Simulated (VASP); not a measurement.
Output of a VASP run:

### OUTCAR
```
 ion  position               nearest neighbor table
   1  0.000  0.000  0.000-   2 2.92   3 2.92   4 2.92   2 2.92   3 2.92   2 2.92   4 2.92   2 2.92
                             3 2.92   4 2.92   3 2.92   4 2.92
   2  0.000  0.500  0.500-   1 2.92   3 2.92   4 2.92   1 2.92   4 2.92   1 2.92   3 2.92   1 2.92
                             3 2.92   4 2.92   4 2.92   3 2.92
   3  0.500  0.000  0.500-   1 2.92   2 2.92   4 2.92   1 2.92   4 2.92   2 2.92   4 2.92   4 2.92
                             1 2.92   2 2.92   1 2.92   2 2.92
   4  0.500  0.500  0.000-   1 2.92   2 2.92   3 2.92   2 2.92   3 2.92   1 2.92   3 2.92   3 2.92
                             1 2.92   2 2.92   2 2.92   1 2.92
  LATTYP: Found a simple cubic cell.
 ALAT       =     4.1256351418
 Subroutine PRICEL returns:
 Original cell was already a primitive cell.
 Subroutine GETGRP returns: Found 48 space group operations
The static configuration has the point symmetry O_h .
The dynamic configuration has the point symmetry O_h .
 Subroutine INISYM returns: Found 48 space group operations
 Subroutine IBZKPT returns following result:
 Found     35 irreducible k-points:

 Following reciprocal coordinates:
            Coordinates               Weight
  0.000000  0.000000  0.000000      1.000000
  0.125000  0.000000  0.000000      6.000000
  0.250000  0.000000  0.000000      6.000000
  0.375000  0.000000  0.000000      6.000000
  0.500000  0.000000  0.000000      3.000000
  0.125000  0.125000  0.000000     12.000000
  0.250000  0.125000  0.000000     24.000000
  0.375000  0.125000  0.000000     24.000000
  0.500000  0.125000  0.000000     12.000000
  0.250000  0.250000  0.000000     12.000000
  0.375000  0.250000  0.000000     24.000000
  0.500000  0.250000  0.000000     12.000000
  0.375000  0.375000  0.000000     12.000000
  0.500000  0.375000  0.000000     12.000000
  0.500000  0.500000  0.000000      3.000000
  0.125000  0.125000  0.125000      8.000000
  0.250000  0.125000  0.125000     24.000000
  0.375000  0.125000  0.125000     24.000000
  0.500000  0.125000  0.125000     12.000000
  0.250000  0.250000  0.125000     24.000000
  0.375000  0.250000  0.125000     48.000000
  0.500000  0.250000  0.125000     24.000000
  0.375000  0.375000  0.125000     24.000000
  0.500000  0.375000  0.125000     24.000000
  0.500000  0.500000  0.125000      6.000000
  0.250000  0.250000  0.250000      8.000000
  0.375000  0.250000  0.250000     24.000000
  0.500000  0.250000  0.250000     12.000000
  0.375000  0.375000  0.250000     24.000000
  0.500000  0.375000  0.250000     24.000000
  0.500000  0.500000  0.250000      6.000000
  0.375000  0.375000  0.375000      8.000000
  0.500000  0.375000  0.375000     12.000000
  0.500000  0.500000  0.375000      6.000000
  0.500000  0.500000  0.500000      1.000000
   k-points           NKPTS =     35   k-points in BZ     NKDIM =     35   number of bands    NBANDS=     14
   number of dos      NEDOS =    301   number of ions     NIONS =      4
   total plane-waves  NPLWV =  32768
   dimension x,y,z NGX =    32 NGY =   32 NGZ =   32
   dimension x,y,z NGXF=    64 NGYF=   64 NGZF=   64
   ions per type =               1   3
   PREC   = accura    normal or accurate (medium, high low for compatibility)
   ISTART =      0    job   : 0-new  1-cont  2-samecut
   ICHARG =      2    charge: 1-file 2-atom 10-const
   ISPIN  =      1    spin polarized calculation?
   LNONCOLLINEAR =      F non collinear calculations
   LSORBIT =      F    spin-orbit coupling
   INIWAV =      1    electr: 0-lowe 1-rand  2-diag
   ENCUT  =  520.0 eV  38.22 Ry    6.18 a.u.   7.67  7.67  7.67*2*pi/ulx,y,z
   NELM   =    100;   NELMIN=  2; NELMDL= -5     # of ELM steps
   EDIFF  = 0.1E-06   stopping-criterion for ELM
   LREAL  =      F    real-space projection
   NLSPLINE    = F    spline interpolate recip. space projectors
   LMAXMIX     =    4 max onsite mixed and CHGCAR
   VOSKOWN=      0    Vosko Wilk Nusair interpolation
   EDIFFG = 0.1E-05   stopping-criterion for IOM
   NSW    =      0    number of steps for IOM
   NBLOCK =      1;   KBLOCK =      1    inner block; outer block
...
```

File OSZICAR:
```
       N       E                     dE             d eps       ncg     rms          rms(c)
DAV:   1     0.107689219772E+03    0.10769E+03   -0.86624E+03   980   0.133E+03
DAV:   2    -0.286094586405E+02   -0.13630E+03   -0.13467E+03   980   0.384E+02
DAV:   3    -0.371146416489E+02   -0.85052E+01   -0.81489E+01  1604   0.802E+01
DAV:   4    -0.372399355287E+02   -0.12529E+00   -0.12484E+00  1436   0.880E+00
DAV:   5    -0.372422745392E+02   -0.23390E-02   -0.23383E-02  1414   0.126E+00    0.115E+01
DAV:   6    -0.336142118475E+02    0.36281E+01   -0.58173E+00  1352   0.383E+01    0.426E+00
DAV:   7    -0.332155282847E+02    0.39868E+00   -0.56713E-01  1160   0.774E+00    0.205E+00
DAV:   8    -0.334432444301E+02   -0.22772E+00   -0.66093E-01  1318   0.745E+00    0.785E-01
DAV:   9    -0.334288465578E+02    0.14398E-01   -0.14032E-01  1318   0.502E+00    0.341E-01
DAV:  10    -0.334933659198E+02   -0.64519E-01   -0.11568E-01  1350   0.423E+00    0.237E-01
DAV:  11    -0.334920237647E+02    0.13422E-02   -0.12548E-02  1582   0.169E+00    0.185E-01
DAV:  12    -0.334929551512E+02   -0.93139E-03   -0.40622E-03  1440   0.840E-01    0.296E-02
DAV:  13    -0.334932226910E+02   -0.26754E-03   -0.49423E-04  1282   0.270E-01    0.234E-02
DAV:  14    -0.334931881767E+02    0.34514E-04   -0.13398E-04  1430   0.161E-01    0.974E-03
DAV:  15    -0.334932147413E+02   -0.26565E-04   -0.23022E-05  1478   0.698E-02    0.672E-03
DAV:  16    -0.334932099341E+02    0.48071E-05   -0.42836E-06  1318   0.275E-02    0.267E-03
DAV:  17    -0.334932200936E+02   -0.10159E-04   -0.11679E-05  1118   0.436E-02    0.135E-03
DAV:  18    -0.334932208833E+02   -0.78977E-06   -0.47610E-07  1212   0.682E-03    0.139E-03
DAV:  19    -0.334932211076E+02   -0.22425E-06   -0.99457E-08   682   0.333E-03    0.952E-04
DAV:  20    -0.334932211904E+02   -0.82865E-07   -0.17945E-07   772   0.596E-03
   1 F= -.33493221E+02 E0= -.33492745E+02  d E =-.142774E-02
```

### OUTCAR
```
------------------------ aborting loop because EDIFF is reached ----------------------------------------
  FORCE on cell =-STRESS in cart. coord.  units (eV):
  Direction    XX          YY          ZZ          XY          YZ          ZX
  --------------------------------------------------------------------------------------
  Total       -1.1390604     -1.1390604     -1.1390604      0.0000000      0.0000000      0.0000000
  in kB      -25.9887207    -25.9887207    -25.9887207      0.0000000      0.0000000      0.0000000
  external PRESSURE =     -25.9887207 kB  Pullay stress =       0.0000000 kB
  volume of cell :       70.22
      direct lattice vectors                 reciprocal lattice vectors
     4.125635142  0.000000000  0.000000000     0.242386921  0.000000000  0.000000000
     0.000000000  4.125635142  0.000000000     0.000000000  0.242386921  0.000000000
     0.000000000  0.000000000  4.125635142     0.000000000  0.000000000  0.242386921
 POSITION                                       TOTAL-FORCE (eV/Angst)
 -----------------------------------------------------------------------------------
      0.00000      0.00000      0.00000         0.000000      0.000000      0.000000
      0.00000      2.06282      2.06282         0.000000      0.000000      0.000000
      2.06282      0.00000      2.06282         0.000000      0.000000      0.000000
      2.06282      2.06282      0.00000         0.000000      0.000000      0.000000
 -----------------------------------------------------------------------------------
    total drift:                                0.000000      0.000000      0.000000
  FREE ENERGIE OF THE ION-ELECTRON SYSTEM (eV)
  ---------------------------------------------------
  free  energy   TOTEN  =       -33.4932211904 eV

  energy  without entropy=      -33.4917934480  energy(sigma->0) =      -33.49274528
```
(Selected blocks of OUTCAR.)

### POSCAR
```
Al3Sc
1
    4.1256351418     0.0000000000     0.0000000000
    0.0000000000     4.1256351418     0.0000000000
    0.0000000000     0.0000000000     4.1256351418
Sc Al
1 3
Direct
  0.0000000000   0.0000000000   0.0000000000
  0.0000000000   0.5000000000   0.5000000000
  0.5000000000   0.0000000000   0.5000000000
  0.5000000000   0.5000000000   0.0000000000
```

Q: Write an INCAR and KPOINTS that could have produced this output.

A: Several could match; the one computed here: the input of the run itself, r2SCAN meta-GGA, plane waves, VASP's PBE PAW potentials (set 64).

KPOINTS:
```
Automatic mesh
0
Gamma
8 8 8
0 0 0
```

**INCAR**
```
SYSTEM = Al3Sc
PREC = Accurate
ENCUT = 520
EDIFF = 1E-7
NELM = 100
ALGO = Normal
LREAL = .FALSE.
LASPH = .TRUE.
ISMEAR = 1
SIGMA = 0.1
METAGGA = R2SCAN
LMIXTAU = .TRUE.
LMAXMIX = 4
LWAVE = .FALSE.
LCHARG = .FALSE.
ISIF = 2
```

POTCAR, in this order: Sc_sv Al (PBE.64 set). Program: vasp_std.

The compound is Al3Sc in the L1_2 structure. This cell is one point of a volume scan, at 1.03 of the reference volume.
